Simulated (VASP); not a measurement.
```
CELL_PARAMETERS angstrom
      0.00000     2.72168     2.72168
      2.72168     0.00000     2.72168
      2.72168     2.72168     0.00000
ATOMIC_POSITIONS crystal
  Cd 0.00000 0.00000 0.00000
  F  0.25000 0.25000 0.25000
  F  0.75000 0.75000 0.75000
```

Level of theory: SCAN meta-GGA, VASP's PBE PAW potentials (set 64) (plane waves; VASP). Run with 520 eV cut-off, 7×7×7 Γ-centred mesh, Gaussian smearing of 0.050 eV, potentials Cd F.

Task: Give the stress tensor in GPa (positive for a compressed cell).

Result: 
```
-3.28   0.00   0.00
 0.00  -3.28   0.00
 0.00   0.00  -3.28
```
The pressure is its mean diagonal, -3.28 GPa.

The compound is CdF2 in the fluorite structure. This cell is one point of a volume scan, at 1.03 of the reference volume.
